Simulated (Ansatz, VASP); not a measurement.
## Al10In11Ga11P32 (random zinc-blende (Al, Ga, In)P solid solution): VASP beside Ansatz

One calculation is typed for both programs; each brings its own data sets. How far apart do they land? The structure shown is the start of the Ansatz relaxation below; VASP solves that cell, so the two are compared at the walk's first step.

Main program and level: Ansatz 0.2.0; plane waves, with VASP 6.6.1 beside it; single point at LDA.

## (1) Set-up

The cell holds 64 atoms: 11 Ga, 32 P, 10 Al and 11 In. Its edges and angles: a = 11.188 Å, b = 11.188 Å, c = 11.188 Å, α = 90.0°, β = 90.0°, γ = 90.0°. Zinc-blende lattice (a = 5.594 A, the mean of the end members), 2 x 2 x 2 cells, metal sites filled at random with 10 Al, 11 Ga, 11 In; (so at first; earlier steps may have moved the atoms), displaced by a Gaussian of 0.02 A.

## (2) Ansatz: relaxation, LDA

Ansatz runs on its PAW soft_1 files.

The two programs are compared at the cell with which this relaxation starts, whose forces are those of its first step.

File input.yaml:

```yaml
crystal:
  lattice:
    - [11.188, 0.0, 0.0]
    - [0.0, 11.188, 0.0]
    - [0.0, 0.0, 11.188]
  atoms:
    - { symbol: Ga, position: [0.00271, 0.00086, 0.9994] }
    - { symbol: P, position: [0.12501, 0.12354, 0.12564] }
    - { symbol: Al, position: [0.99886, 0.25007, 0.24919] }
    - { symbol: P, position: [0.12137, 0.37689, 0.37251] }
    - { symbol: Al, position: [0.2502, 0.99504, 0.25237] }
    - { symbol: P, position: [0.37517, 0.1218, 0.37361] }
    - { symbol: In, position: [0.25175, 0.25129, 0.99809] }
    - { symbol: P, position: [0.37167, 0.37623, 0.12645] }
    - { symbol: In, position: [0.9974, 0.99904, 0.50005] }
    - { symbol: P, position: [0.12546, 0.1261, 0.62423] }
    - { symbol: Al, position: [0.9984, 0.2534, 0.74928] }
    - { symbol: P, position: [0.1262, 0.37515, 0.87525] }
    - { symbol: In, position: [0.25115, 0.99853, 0.74762] }
    - { symbol: P, position: [0.37592, 0.12693, 0.87031] }
    - { symbol: In, position: [0.24867, 0.25101, 0.5025] }
    - { symbol: P, position: [0.37448, 0.37267, 0.62643] }
    - { symbol: In, position: [0.99922, 0.49992, 0.00253] }
    - { symbol: P, position: [0.12561, 0.62804, 0.12469] }
    - { symbol: Al, position: [0.99657, 0.75076, 0.24821] }
    - { symbol: P, position: [0.12387, 0.87412, 0.37669] }
    - { symbol: In, position: [0.25099, 0.50022, 0.25005] }
    - { symbol: P, position: [0.37447, 0.62517, 0.37819] }
    - { symbol: Al, position: [0.25215, 0.74988, 0.00155] }
    - { symbol: P, position: [0.37366, 0.87429, 0.12708] }
    - { symbol: In, position: [0.99797, 0.50058, 0.49805] }
    - { symbol: P, position: [0.12419, 0.62494, 0.62731] }
    - { symbol: In, position: [0.99891, 0.74821, 0.74808] }
    - { symbol: P, position: [0.12398, 0.87409, 0.87752] }
    - { symbol: Ga, position: [0.24834, 0.50045, 0.74992] }
    - { symbol: P, position: [0.37251, 0.62752, 0.87407] }
    - { symbol: Al, position: [0.24725, 0.75104, 0.50112] }
    - { symbol: P, position: [0.37434, 0.87212, 0.62297] }
    - { symbol: Ga, position: [0.50245, 0.0003, 0.00086] }
    - { symbol: P, position: [0.62438, 0.12509, 0.12476] }
    - { symbol: In, position: [0.49858, 0.24869, 0.2514] }
    - { symbol: P, position: [0.6224, 0.37539, 0.37517] }
    - { symbol: Al, position: [0.74896, 0.00295, 0.25045] }
    - { symbol: P, position: [0.87297, 0.1254, 0.37725] }
    - { symbol: In, position: [0.75023, 0.24843, 0.00152] }
    - { symbol: P, position: [0.87149, 0.37845, 0.12681] }
    - { symbol: Ga, position: [0.50134, 0.99994, 0.50466] }
    - { symbol: P, position: [0.62655, 0.12581, 0.62477] }
    - { symbol: Ga, position: [0.49704, 0.25305, 0.74824] }
    - { symbol: P, position: [0.62574, 0.37376, 0.87659] }
    - { symbol: Ga, position: [0.75191, 0.00202, 0.74959] }
    - { symbol: P, position: [0.87344, 0.1283, 0.87501] }
    - { symbol: Ga, position: [0.75092, 0.24777, 0.50411] }
    - { symbol: P, position: [0.87669, 0.3714, 0.62598] }
    - { symbol: Al, position: [0.50056, 0.49951, 0.99979] }
    - { symbol: P, position: [0.62332, 0.62704, 0.12443] }
    - { symbol: Ga, position: [0.49748, 0.75029, 0.25162] }
    - { symbol: P, position: [0.62578, 0.87301, 0.37221] }
    - { symbol: Al, position: [0.75001, 0.49816, 0.25156] }
    - { symbol: P, position: [0.87678, 0.62703, 0.37126] }
    - { symbol: Ga, position: [0.75005, 0.75049, 0.99928] }
    - { symbol: P, position: [0.87498, 0.8741, 0.1276] }
    - { symbol: Ga, position: [0.50181, 0.49886, 0.49921] }
    - { symbol: P, position: [0.62715, 0.62625, 0.62536] }
    - { symbol: Al, position: [0.49918, 0.75066, 0.75005] }
    - { symbol: P, position: [0.62514, 0.87527, 0.87269] }
    - { symbol: In, position: [0.75081, 0.4988, 0.74897] }
    - { symbol: P, position: [0.87384, 0.62615, 0.87838] }
    - { symbol: Ga, position: [0.75105, 0.74874, 0.50065] }
    - { symbol: P, position: [0.87349, 0.87875, 0.62496] }
kpoints:
  mp_grid: { grid: [1, 1, 1] }
hamiltonian:
  xc: lda
  pseudopotentials: { kind: paw, azcp: { folder: soft_1 }, xc_functional: pbe }
scf:
  occupations: { method: fermi_dirac, width: 0.05 }
output:
  forces: true
relax:
  f_tol: 0.05
  max_steps: 150
  cell: {}
```

Launch:

```bash
> ansatz run input.yaml --threads 4 --pin off --max-ram 8192MiB --backend cpu --events-out ev --progress --plain --runs-dir out
```

Numbers of over 12 decimals in the logs are rounded to 6 here.

Log:

```text
Engine: ansatz 0.2.0, x86_64-unknown-linux-gnu
Pseudopotentials: kind: paw
Pseudopotential: Ga, paw, valence charge 13, recommended cutoff 420 eV (normal), soft_1/Ga.paw.azcp
Pseudopotential: P, paw, valence charge 5, recommended cutoff 420 eV (normal), soft_1/P.paw.azcp
Pseudopotential: Al, paw, valence charge 3, recommended cutoff 420 eV (normal), soft_1/Al.paw.azcp
Pseudopotential: In, paw, valence charge 13, recommended cutoff 420 eV (normal), soft_1/In.paw.azcp
Functional definition: SPW92
  exchange = slater_x
  correlation = pw_c
Crystal: 64 atoms, lattice volume = 1400.417 Å³
Basis set: ecut = 420 eV, 27369 PW (Γ)
Bands: 302, of which v1, the nominal top of the filled ones, is band 238 counted from 1 (237 counted from 0)
Symmetry: 1 space group operations
Space group: P1 (ITA 1), of the structure as read, at distance tolerance 1.1e-4 Å
k-points: 1
Non-local potential: Ga, projectors of the file, l = 0: 2, l = 1: 2, l = 2: 3, l = 3: 1
Non-local potential: P, projectors of the file, l = 0: 2, l = 1: 2, l = 2: 1
Non-local potential: Al, projectors of the file, l = 0: 2, l = 1: 2, l = 2: 1
Non-local potential: In, projectors of the file, l = 0: 2, l = 1: 2, l = 2: 2, l = 3: 1
PAW form: soft (Blöchl's): semilocal exchange-correlation on the pseudo side does not see the compensation charge
PAW frozen core: Ga, regenerated for the run's functional, and the local potential with it (the file was generated under x = pbe(κ = 0.804, μ = 0.219515), c = pbe(β = 0.066725))
PAW frozen core: P, regenerated for the run's functional, and the local potential with it (the file was generated under x = pbe(κ = 0.804, μ = 0.219515), c = pbe(β = 0.066725))
PAW frozen core: Al, regenerated for the run's functional, and the local potential with it (the file was generated under x = pbe(κ = 0.804, μ = 0.219515), c = pbe(β = 0.066725))
PAW frozen core: In, regenerated for the run's functional, and the local potential with it (the file was generated under x = pbe(κ = 0.804, μ = 0.219515), c = pbe(β = 0.066725))
PAW one-centre angular grid: Ga, 590 points (default); XC on 64 Gauss nodes
PAW one-centre angular grid: P, 110 points (default); XC on 64 Gauss nodes
PAW one-centre angular grid: Al, 110 points (default); XC on 64 Gauss nodes
PAW one-centre angular grid: In, 590 points (default); XC on 64 Gauss nodes
Initial density: superposition of atomic densities (chi_scale 0.1, normalization cell, long waves kept (reshape's long-wave potential 0.07 eV rms))
Initial wavefunctions: pseudopotential atomic-orbital guess
Functional: x = slater, c = lda
SCF iter   1: F=—  HF=-129192.542575 eV  |F-HF|=—  |Δ(HF+E_count)|=         —  Δρ=4.20e-2  dr2=2.90e1  ethr=3.10e-3  ⟨swp⟩=8.0  Hψ=1488  notcnv=0  defer=29
preconditioner: auto → Resta (q_TF=auto, 2.279 Å⁻¹)  ε∞=3.9  [insulator: Δε(μ)=1.705 eV  Ē_g=12.705 eV  σ=0.050 eV  W_gap=1.00  n_scr=256 (ndim 8)  ℏωp=21.6 eV  f_vac=0.000  D(μ)=0.00/eV (n_scr^D=0)  ε∞_Penn≈3.9]
SCF iter   2: F=—  HF=-129184.921611 eV  |F-HF|=—  |Δ(HF+E_count)|=    7.62e0  Δρ=2.25e-2  dr2=6.76e0  ethr=3.10e-3  ⟨swp⟩=2.0  Hψ=461  notcnv=0  defer=47
SCF iter   3: F=—  HF=-129183.181527 eV  |F-HF|=—  |Δ(HF+E_count)|=    1.74e0  Δρ=4.51e-3  dr2=3.33e-1  ethr=1.42e-3  ⟨swp⟩=4.0  Hψ=516  notcnv=0  defer=47
SCF iter   4: F=—  HF=-129183.077508 eV  |F-HF|=—  |Δ(HF+E_count)|=   1.04e-1  Δρ=2.28e-3  dr2=7.14e-2  ethr=7.00e-5  ⟨swp⟩=3.0  Hψ=519  notcnv=0  defer=47
SCF iter   5: F=—  HF=-129183.034792 eV  |F-HF|=—  |Δ(HF+E_count)|=   4.27e-2  Δρ=7.66e-4  dr2=7.98e-3  ethr=1.50e-5  ⟨swp⟩=2.0  Hψ=510  notcnv=0  defer=47
SCF iter   6: F=—  HF=-129183.037877 eV  |F-HF|=—  |Δ(HF+E_count)|=   3.09e-3  Δρ=2.41e-4  dr2=8.27e-4  ethr=1.68e-6  ⟨swp⟩=3.0  Hψ=559  notcnv=0  defer=47
SCF iter   7: F=—  HF=-129183.037869 eV  |F-HF|=—  |Δ(HF+E_count)|=   7.66e-6  Δρ=3.64e-5  dr2=3.34e-5  ethr=1.74e-7  ⟨swp⟩=2.0  Hψ=438  notcnv=0  defer=47
SCF iter   8: F=—  HF=-129183.037146 eV  |F-HF|=—  |Δ(HF+E_count)|=   7.23e-4  Δρ=1.53e-5  dr2=5.32e-6  ethr=7.01e-9  ⟨swp⟩=3.0  Hψ=545  notcnv=0  defer=47
SCF iter   9: F=—  HF=-129183.037147 eV  |F-HF|=—  |Δ(HF+E_count)|=   9.65e-7  Δρ=6.07e-6  dr2=4.59e-7  ethr=1.12e-9  ⟨swp⟩=2.0  Hψ=493  notcnv=0  defer=47
SCF iter  10: F=—  HF=-129183.037147 eV  |F-HF|=—  |Δ(HF+E_count)|=   1.18e-7  Δρ=3.97e-6  dr2=2.05e-7  ethr=2.10e-11  ⟨swp⟩=6.0  Hψ=1261  notcnv=0
SCF iter  11: F=-129183.037147 eV  HF=-129183.037147 eV  |F-HF|=8.15e-10  |Δ(HF+E_count)|=   1.45e-7  Δρ=6.31e-7  dr2=8.65e-9  ethr=2.10e-11  ⟨swp⟩=5.0  Hψ=1042  notcnv=0
SCF 1 converged in 11 iterations: F = -129183.037147 eV  dr2 = 8.65e-9
  greatest PAW one-centre occupation: 0.995 electrons in one spin orbital (limit 2), on the Ga atom at site 32 (counted from 0), in its partial waves of l = 2
[...]
atom  11  Al     0.00626757    -0.00052047     0.00526584
  atom  12  P     -0.00025262     0.00054713    -0.00161392
  atom  13  In    -0.00395757    -0.00068868    -0.00042933
  atom  14  P     -0.00225689     0.00319737     0.00453813
  atom  15  In    -0.00236792     0.00227513    -0.00263228
  atom  16  P      0.00408637    -0.00297780     0.00273629
  atom  17  In     0.00253744    -0.00657461    -0.00648963
  atom  18  P     -0.00217451     0.00131213    -0.00215434
  atom  19  Al     0.00604877    -0.00098119     0.00297545
  atom  20  P      0.00105964     0.00267289    -0.00102725
  atom  21  In    -0.00665387     0.00117719     0.00366778
  atom  22  P      0.00097850     0.00352006    -0.00141764
  atom  23  Al    -0.00520705     0.00006878     0.00384383
  atom  24  P      0.00220571    -0.00090933     0.00113177
  atom  25  In     0.00123164    -0.00477272     0.00353748
  atom  26  P      0.00037397    -0.00091047    -0.00040632
  atom  27  In     0.00073843    -0.00223077     0.00188075
  atom  28  P      0.00099624    -0.00152422     0.00202252
  atom  29  Ga     0.00012762     0.00036896    -0.00136817
  atom  30  P      0.00276510     0.00179273     0.00212191
  atom  31  Al     0.00313621    -0.00168665    -0.00084817
  atom  32  P      0.00146690    -0.00096542     0.00380891
  atom  33  Ga    -0.00658886     0.00458600    -0.00661544
  atom  34  P     -0.00096417    -0.00571756    -0.00192154
[...]
atom  57  Ga    -0.00418631    -0.00040097     0.00733578
  atom  58  P     -0.00103062    -0.00078022    -0.00258246
  atom  59  Al     0.00272546     0.00053471    -0.00267726
  atom  60  P      0.00112152     0.00045037     0.00115321
  atom  61  In     0.00344394    -0.00235875    -0.00081793
  atom  62  P     -0.00032754     0.00721516    -0.00054570
  atom  63  Ga     0.00375637    -0.00229197     0.00170148
  atom  64  P     -0.00246723     0.00075596    -0.00223722
  max |Σ_I F_I| component: 6.80e-5 eV/Å
--- Stress (GPa, compression-positive) ---
       -0.004384       0.000547      -0.000316
        0.000547      -0.004740       0.002204
       -0.000316       0.002204      -0.004491
  P = ⅓ Tr σ = -0.0045 GPa (-0.045 kbar)
--- Relaxed structure (4 steps of the walk, 4 accepted, 1 SCFs on fresh bases) ---
  F+E_penalty+E_count = -129186.17215500 eV   max|allowed force component| = 1.073e-2 eV/Å   (the final SCF, on the basis selected at the relaxed cell)
  cell:  # Å, volume = 1374.2609 Å³
    - [11.128290, 0.000842108, 0.00268766]
    - [0.000842108, 11.117337, 0.00214483]
    - [0.00268766, 0.00214483, 11.108106]
  atoms:
    - { symbol: Ga, position: [-0.00281167, -0.0028294, 1.004298] }
    - { symbol: P, position: [0.117383, 0.117196, 0.132187] }
    - { symbol: Al, position: [0.994161, 0.245931, 0.249647] }
    - { symbol: P, position: [0.119846, 0.367307, 0.365309] }
    - { symbol: Al, position: [0.249892, 0.993468, 0.248728] }
    - { symbol: P, position: [0.375097, 0.109395, 0.376131] }
    - { symbol: In, position: [0.249138, 0.247511, 0.998260] }
    - { symbol: P, position: [0.382163, 0.382189, 0.119303] }
    - { symbol: In, position: [0.994667, 0.999764, 0.495233] }
    - { symbol: P, position: [0.118909, 0.127705, 0.631410] }
    - { symbol: Al, position: [0.997589, 0.247257, 0.750457] }
    - { symbol: P, position: [0.124367, 0.377111, 0.860450] }
    - { symbol: In, position: [0.254453, 0.997458, 0.752256] }
    - { symbol: P, position: [0.391389, 0.123336, 0.875590] }
    - { symbol: In, position: [0.253216, 0.250377, 0.502088] }
    - { symbol: P, position: [0.384370, 0.382496, 0.630388] }
    - { symbol: In, position: [0.999965, 0.502105, 0.00261966] }
    - { symbol: P, position: [0.125052, 0.641280, 0.125875] }
    - { symbol: Al, position: [0.997085, 0.754550, 0.248959] }
    - { symbol: P, position: [0.130569, 0.866414, 0.370763] }
    - { symbol: In, position: [0.252309, 0.506706, 0.250674] }
    - { symbol: P, position: [0.385648, 0.631518, 0.380439] }
    - { symbol: Al, position: [0.254078, 0.752691, 0.00254068] }
    - { symbol: P, position: [0.378062, 0.874246, 0.124891] }
    - { symbol: In, position: [0.997256, 0.500188, 0.498042] }
    - { symbol: P, position: [0.138738, 0.625668, 0.624001] }
    - { symbol: In, position: [0.999531, 0.752266, 0.751466] }
    - { symbol: P, position: [0.125989, 0.876037, 0.890266] }
    - { symbol: Ga, position: [0.256243, 0.502470, 0.749577] }
    - { symbol: P, position: [0.374579, 0.628965, 0.874893] }
    - { symbol: Al, position: [0.256828, 0.749936, 0.498469] }
    - { symbol: P, position: [0.383099, 0.869591, 0.619211] }
    - { symbol: Ga, position: [0.502593, -0.00635075, -0.000442333] }
    - { symbol: P, position: [0.624513, 0.108439, 0.124696] }
    - { symbol: In, position: [0.503769, 0.248128, 0.253031] }
    - { symbol: P, position: [0.630107, 0.383076, 0.384745] }
    - { symbol: Al, position: [0.748533, -0.00401956, 0.249672] }
    - { symbol: P, position: [0.862071, 0.130691, 0.367519] }
    - { symbol: In, position: [0.749813, 0.245650, -0.000248652] }
    - { symbol: P, position: [0.871617, 0.376256, 0.138663] }
    - { symbol: Ga, position: [0.503729, 0.996341, 0.499968] }
    - { symbol: P, position: [0.623287, 0.124546, 0.624576] }
    - { symbol: Ga, position: [0.502191, 0.250103, 0.748435] }
    - { symbol: P, position: [0.611659, 0.374570, 0.876940] }
    - { symbol: Ga, position: [0.745382, -0.000519801, 0.750053] }
    - { symbol: P, position: [0.881150, 0.114984, 0.869431] }
    - { symbol: Ga, position: [0.745895, 0.248136, 0.501052] }
    - { symbol: P, position: [0.872091, 0.361370, 0.625875] }
    - { symbol: Al, position: [0.499472, 0.506877, 0.998341] }
    - { symbol: P, position: [0.623443, 0.627593, 0.125911] }
    - { symbol: Ga, position: [0.502265, 0.752550, 0.250160] }
    - { symbol: P, position: [0.624366, 0.875964, 0.373141] }
    - { symbol: Al, position: [0.746935, 0.505467, 0.253493] }
    - { symbol: P, position: [0.867415, 0.636074, 0.370249] }
    - { symbol: Ga, position: [0.744989, 0.754491, 1.004319] }
    - { symbol: P, position: [0.872393, 0.875486, 0.125685] }
    - { symbol: Ga, position: [0.503022, 0.504920, 0.502776] }
    - { symbol: P, position: [0.619470, 0.634332, 0.618754] }
    - { symbol: Al, position: [0.500226, 0.750947, 0.749922] }
    - { symbol: P, position: [0.624375, 0.873833, 0.874750] }
    - { symbol: In, position: [0.743856, 0.500208, 0.748026] }
    - { symbol: P, position: [0.863867, 0.631933, 0.882839] }
    - { symbol: Ga, position: [0.742787, 0.753250, 0.496083] }
    - { symbol: P, position: [0.858833, 0.874137, 0.623316] }
```

In the SCF lines HF is the Harris–Foulkes energy and dr2 the Hartree energy of the density residual, in eV; the loop may stop once dr2 is under the threshold and the program's other checks hold. Hψ counts applications of the Hamiltonian.

(Continued in part 2 of 2.)

[Lines on the potential files, build, host, timing and source positions are cut from VASP's logs without a mark.]

[Logs are printed without paths, hosts, clocks, repeated set-up lines and the standing remarks that a program may print on its own settings, such as how far it seeks lower states.]

[Hosts, paths, dates, database ids (printed as entryN), source tags and the programs' standing remarks are cut or masked in the printed files.]
